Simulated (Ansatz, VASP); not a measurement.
# Cross-check of Zn2In3GaO8 (amorphous In18Ga6Zn12O48) between VASP and Ansatz, part 3 of 3

One calculation is typed for both programs; each brings its own data sets. How far apart do they land? Of the first pair: The structure shown is the start of the Ansatz relaxation below; VASP solves that cell, so the two are compared at the walk's first step.

VASP 6.6.1 and Ansatz 0.2.0.

So far. Step 3 (VASP: single point, PBE, start cell, pair 1): The run ends at a pressure of 0.55 GPa, with forces up to 0.24 eV/Å.

### Step 6. VASP: single point, PBE, relaxed cell, pair 2

Level of this step: PBE; plane waves and PAW (In_d, Ga_d, Zn, O) (VASP).

The same cell, functional, mesh and smearing now go to VASP, with its own data sets.

Input file INCAR:

```
SYSTEM = Zn2In3GaO8
PREC = Accurate
ENCUT = 600
EDIFF = 1E-06
NELM = 120
ISMEAR = -1
SIGMA = 0.025
LREAL = Auto
ALGO = Normal
GGA = PE
NBANDS = 432
LORBIT = 11
LWAVE = .FALSE.
LCHARG = .FALSE.
ISIF = 2
LASPH = .TRUE.
GGA_COMPAT = .FALSE.
EFERMI = MIDGAP
NCORE = 2
```

Input file POSCAR:

```
Zn2In3GaO8
1.0
   10.3571550000      0.1453210000     -0.2139160000
    0.1453210000     10.6511780000     -0.0169090000
   -0.2139160000     -0.0169090000     10.0935270000
In Ga Zn O
18 6 12 48
Direct
    0.6102000000      0.9164000000      0.5943800000
    0.3582500000      0.6013500000      0.0929400000
    0.1369600000      0.0187500000      0.9403900000
    0.9420700000      0.8345900000      0.0895000000
    0.7565200000      0.1647700000      0.4538800000
    0.6098900000      0.3789300000      0.1567000000
    0.1012700000      0.6208200000      0.2772400000
    0.1449200000      0.3134000000      0.4823400000
    0.9506500000      0.5139900000      0.9511900000
    0.6970900000      0.0840000000      0.1573200000
    0.3848200000      0.4670600000      0.3747200000
    0.7833600000      0.1972900000      0.8427500000
    0.4136100000      0.1224500000      0.3466200000
    0.5754700000      0.7663400000      0.2701800000
    0.0935800000      0.2578000000      0.7750900000
    0.4070900000      0.1911900000      0.9572500000
    0.5813400000      0.6294200000      0.8983300000
    0.0463800000      0.0392700000      0.3192300000
    0.8574300000      0.8455200000      0.4369600000
    0.1845800000      0.3073400000      0.1381000000
    0.7106900000      0.5409000000      0.4135300000
    0.1464400000      0.7386700000      0.8502000000
    0.9365100000      0.3404500000      0.2680300000
    0.8514400000      0.3825000000      0.6272000000
    0.9064700000      0.9496500000      0.7240900000
    0.3672800000      0.8784000000      0.7918700000
    0.6490300000      0.9251400000      0.9106700000
    0.4097600000      0.9070600000      0.0683100000
    0.1577200000      0.9663800000      0.5872600000
    0.1412200000      0.5843800000      0.6184400000
    0.3648700000      0.1562200000      0.6529700000
    0.3295100000      0.4579200000      0.8062300000
    0.4426000000      0.6504400000      0.5815000000
    0.8421900000      0.6667900000      0.7128900000
    0.3228900000      0.8418100000      0.3643200000
    0.5475700000      0.3816100000      0.6581900000
    0.0147000000      0.6515800000      0.0824900000
    0.2159200000      0.8126200000      0.6878300000
    0.6007300000      0.2093200000      0.2961800000
    0.3140800000      0.0553400000      0.8235300000
    0.2704500000      0.5971900000      0.4908100000
    0.3485700000      0.2920700000      0.4548100000
    0.7029500000      0.2436400000      0.0224000000
    0.0533400000      0.9957700000      0.1199600000
    0.5204500000      0.5544300000      0.2529600000
    0.9112000000      0.3640300000      0.8064900000
    0.0269100000      0.6223100000      0.7615200000
    0.8155900000      0.5395900000      0.5710900000
    0.5138000000      0.7396500000      0.0615800000
    0.9844200000      0.8101200000      0.3100500000
    0.4295300000      0.2932900000      0.7773100000
    0.7255000000      0.0204600000      0.7667900000
    0.9744000000      0.1073600000      0.8223800000
    0.5469300000      0.8201700000      0.7813000000
    0.5331900000      0.0398100000      0.0134300000
    0.7787000000      0.6143800000      0.8845600000
    0.2496000000      0.5926600000      0.9108500000
    0.1764700000      0.4081600000      0.6759600000
    0.7522900000      0.9053300000      0.0810000000
    0.8048200000      0.8174500000      0.6160300000
    0.7078900000      0.2740200000      0.6456800000
    0.1052400000      0.2340700000      0.2887700000
    0.0070000000      0.8587700000      0.8799700000
    0.5001500000      0.4643000000      0.9988800000
    0.7183600000      0.9711900000      0.4134100000
    0.4893600000      0.7866000000      0.4749600000
    0.5607200000      0.4843400000      0.4978800000
    0.0322700000      0.4686500000      0.3815300000
    0.4934400000      0.0759700000      0.5455200000
    0.8648100000      0.1576000000      0.2731100000
    0.2635600000      0.8512600000      0.9623300000
    0.7706300000      0.4253600000      0.2829600000
    0.1928300000      0.2397000000      0.9607600000
    0.9294800000      0.2732000000      0.5120400000
    0.2375500000      0.9982600000      0.4056900000
    0.4787200000      0.5519600000      0.7365000000
    0.0000600000      0.3748600000      0.0964700000
    0.7467000000      0.7039500000      0.3569000000
    0.1738900000      0.1544200000      0.6155900000
    0.9742400000      0.9768500000      0.5159600000
    0.2496900000      0.4645700000      0.2006300000
    0.4590100000      0.9350200000      0.2527900000
    0.3559900000      0.2188700000      0.1601900000
    0.2669300000      0.7209400000      0.2355300000
```

Input file KPOINTS:

```
Automatic mesh
0
Gamma
1 1 1
0 0 0
```

Potentials, in the order of the species: In_d, Ga_d, Zn and O (PBE family, release 64).

The run is started by

```
$ mpirun -np 8 vasp_gam
```

Numbers of over 12 decimals in the logs are rounded to 6 here.

Log:

```text
[... set-up lines as in an earlier step ...]
 entering main loop
       N       E                     dE             d eps       ncg     rms          rms(c)
DAV:   1     0.190520366413E+05    0.19052E+05   -0.33994E+05   872   0.321E+03
DAV:   2     0.513827512620E+04   -0.13914E+05   -0.13305E+05   864   0.989E+02
DAV:   3     0.492059199466E+03   -0.46462E+04   -0.44016E+04   952   0.412E+02
DAV:   4    -0.425163246490E+03   -0.91722E+03   -0.88008E+03  1064   0.182E+02
[...]
DAV:  20    -0.431803803808E+03   -0.18003E-05   -0.35874E-05  1064   0.246E-02    0.139E-02
DAV:  21    -0.431803802335E+03    0.14729E-05   -0.63813E-06   968   0.175E-02    0.615E-03
DAV:  22    -0.431803802212E+03    0.12320E-06   -0.32070E-06   704   0.166E-02
   1 F= -.43180380E+03 E0= -.43180372E+03  d E =-.169180E-03
```

OUTCAR, selected parts (step 6):

```text
  FREE ENERGIE OF THE ION-ELECTRON SYSTEM (eV)
  ---------------------------------------------------
  free  energy   TOTEN  =      -431.8038022123 eV

  energy  without entropy=     -431.8036330324  energy(sigma->0) =     -431.80371762

[... 1 part as in an earlier step ...]
```

The run ends at a pressure of 0.40 GPa, with forces up to 0.077 eV/Å.

### Step 7. Differences

What differs besides the data sets and the points named for the pairs above, as far as they apply: the cutoff is 420 eV in Ansatz and 600 eV in VASP (PREC = Accurate, projectors in real space). Total energies have different zeros and are not compared.

Compared:

```csv
quantity,Ansatz,VASP,difference
pressure (GPa),0.00,0.40,-0.40
gap on the k mesh (eV),0.449,0.434,+0.015
```

Forces on 7 of the 84 atoms, those with the largest forces and the largest differences (eV/Å; atoms numbered as in POSCAR):

```csv
atom,"Ansatz x, y, z","VASP x, y, z"
O38,"0.003, -0.001, 0.002","-0.013, -0.045, -0.042"
O41,"-0.001, 0.002, 0.000","0.010, 0.021, -0.068"
O47,"0.001, 0.000, 0.003","-0.029, -0.022, 0.049"
O54,"-0.001, 0.002, 0.000","0.028, -0.053, -0.030"
O66,"0.001, 0.004, 0.003","0.032, 0.057, -0.032"
O75,"-0.006, 0.002, -0.004","-0.002, 0.072, -0.004"
O82,"0.000, -0.001, 0.002","0.028, 0.048, 0.054"
```

The forces differ by 21 meV/Å r.m.s., where the r.m.s. force is 0.004 eV/Å in Ansatz and 0.021 eV/Å in VASP: the atoms lie near their places of rest in Ansatz, so a percentage would say little (all taken over all components). A gap on the mesh is an upper bound, since the band edges may lie between its points.

### Step 8. What came out

```yaml
r_m_s_force_difference_single_point_pbe_start_cell_pair_1: 21 meV/Å
r_m_s_force_difference_single_point_pbe_relaxed_cell_pair_2: 21 meV/Å
```

What this shows: The r.m.s. force difference is 21 meV/Å (single point, PBE, relaxed cell, pair 2), beyond the 12 meV/Å picked in this series as the mark of a large difference. What causes the difference of the single point, PBE, start cell, pair 1 pair stays open here. What causes the difference of the single point, PBE, relaxed cell, pair 2 pair stays open here. Such differences can come from data sets, numerical settings and the points named under the comparisons, not from the functional's error against experiment.

[Lines on the potential files, build, host, timing and source positions are cut from VASP's logs without a mark.]

[Logs are printed without paths, hosts, clocks, repeated set-up lines and the standing remarks that a program may print on its own settings, such as how far it seeks lower states.]

[Hosts, paths, dates, database ids (printed as entryN), source tags and the programs' standing remarks are cut or masked in the printed files.]
